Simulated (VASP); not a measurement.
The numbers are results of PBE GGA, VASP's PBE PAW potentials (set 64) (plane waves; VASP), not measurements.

A VASP calculation is set up with these files.

KPOINTS:
```
Automatic mesh
0
gamma
  8 8 6
0 0 0
```

File POSCAR:
```
TaTi
1
    2.9554080000     0.0000000000     0.0000000000
    0.0000000000     2.9554080000     0.0000000000
    0.0000000000     0.0000000000     3.8736960000
Ti Ta
1 1
Direct
  0.4884600000   0.5193870000   0.5122490000
  0.0115400000  -0.0193870000  -0.0122490000
```

### INCAR
```
LASPH = .True.
LMAXMIX = 6   ! l cut-off of mixed one-centre charges
PREC = Accurate
LREAL = .False.   ! projection in real space or not
ISMEAR = -1
LCHARG = .False.
NELM = 100   ! most electronic steps
ENCUT = 300   ! plane-wave cut-off (eV)
LWAVE = .False.
ISIF = 2   ! forces and stress, cell fixed
GGA = PE
SIGMA = 0.1   ! width (eV)
SYSTEM = TaTi
ALGO = Normal
EDIFF = 1E-6   ! SCF stop (eV)
```

POTCAR, in this order: Ti_sv Ta_pv (PBE.64 set). Program: vasp_std.

Output of the run:

**OSZICAR**
```
       N       E                     dE             d eps       ncg     rms          rms(c)
DAV:   1     0.163443048037E+03    0.16344E+03   -0.95673E+03  5966   0.122E+03
DAV:   2    -0.670279092921E+01   -0.17015E+03   -0.16876E+03  6398   0.384E+02
DAV:   3    -0.204886186520E+02   -0.13786E+02   -0.13584E+02 11424   0.879E+01
DAV:   4    -0.208693642635E+02   -0.38075E+00   -0.38057E+00  6213   0.133E+01
DAV:   5    -0.208817759351E+02   -0.12412E-01   -0.12411E-01  9300   0.185E+00    0.167E+01
DAV:   6    -0.199812496310E+02    0.90053E+00   -0.17484E+01  8879   0.361E+01    0.898E+00
DAV:   7    -0.194333662892E+02    0.54788E+00   -0.10455E+01  8180   0.284E+01    0.576E+00
DAV:   8    -0.192549093133E+02    0.17846E+00   -0.15598E+00  7925   0.114E+01    0.104E+00
DAV:   9    -0.192514782275E+02    0.34311E-02   -0.92519E-02  7650   0.361E+00    0.309E-01
DAV:  10    -0.192515083810E+02   -0.30154E-04   -0.55541E-03  7663   0.650E-01    0.807E-02
DAV:  11    -0.192515267603E+02   -0.18379E-04   -0.36231E-04  7254   0.183E-01    0.427E-02
DAV:  12    -0.192515213773E+02    0.53830E-05   -0.81306E-05  8099   0.836E-02    0.122E-02
DAV:  13    -0.192515195963E+02    0.17810E-05   -0.65785E-06  7379   0.310E-02    0.306E-03
DAV:  14    -0.192515192148E+02    0.38150E-06   -0.62711E-07  3584   0.841E-03
   1 F= -.19251519E+02 E0= -.19201854E+02  d E =-.993306E-01
```

**OUTCAR**
```
------------------------ aborting loop because EDIFF is reached ----------------------------------------
  FORCE on cell =-STRESS in cart. coord.  units (eV):
  Direction    XX          YY          ZZ          XY          YZ          ZX
  --------------------------------------------------------------------------------------
  Total        2.3324321      2.2673612      1.8778821     -0.1758364      0.0221940     -0.0101410
  in kB      110.4483314    107.3670135     88.9238980     -8.3264310      1.0509610     -0.4802076
  external PRESSURE =     102.2464143 kB  Pullay stress =       0.0000000 kB
  volume of cell :       33.83
      direct lattice vectors                 reciprocal lattice vectors
     2.955408000  0.000000000  0.000000000     0.338362757  0.000000000  0.000000000
     0.000000000  2.955408000  0.000000000     0.000000000  0.338362757  0.000000000
     0.000000000  0.000000000  3.873696000     0.000000000  0.000000000  0.258151388
 POSITION                                       TOTAL-FORCE (eV/Angst)
 -----------------------------------------------------------------------------------
      1.44360      1.53500      1.98430         0.347106     -0.556352     -0.989079
      0.03411      2.89811      3.82625        -0.347106      0.556352      0.989079
 -----------------------------------------------------------------------------------
    total drift:                               -0.000294     -0.000552     -0.000243
  FREE ENERGIE OF THE ION-ELECTRON SYSTEM (eV)
  ---------------------------------------------------
  free  energy   TOTEN  =       -19.2515192148 eV

  energy  without entropy=      -19.1521885823  energy(sigma->0) =      -19.20185390
```
(Selected blocks of OUTCAR.)

At this cut-off the stress carries a Pulay error, which pulls relaxed volumes low.

The structure was generated: TaTi was put into an ordered model structure, which need not be its known phase. The cell was not relaxed at this level, atoms are displaced from their ideal sites. The electron count is odd and the run is not spin-polarised, which forces a metal.
